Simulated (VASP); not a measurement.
Consider the following.

```yaml
crystal:
  lattice:
    - [-1.60094, 1.60094, 2.45780]
    - [1.60094, -1.60094, 2.45780]
    - [1.60094, 1.60094, -2.45780]
  atoms:
    - { symbol: In, position: [0.00000, 0.00000, 0.00000] }
```

The numbers are results of TPSS meta-GGA, VASP's PBE PAW potentials (set 64) (plane waves; VASP 6.6.1), not measurements. Numerical set-up: 520 eV cut-off, 16×16×16 Γ-centred mesh, first-order Methfessel-Paxton smearing of 0.10 eV, potentials In_d.

**Question.** Give the stress tensor in GPa (positive for a compressed cell).

**Answer.** 
```
1.42  0.00  0.00
0.00  1.42  0.00
0.00  0.00  1.50
```
The pressure is its mean diagonal, 1.44 GPa.

The compound is In in the bct structure. This cell is one point of a volume scan, at 0.97 of the reference volume.
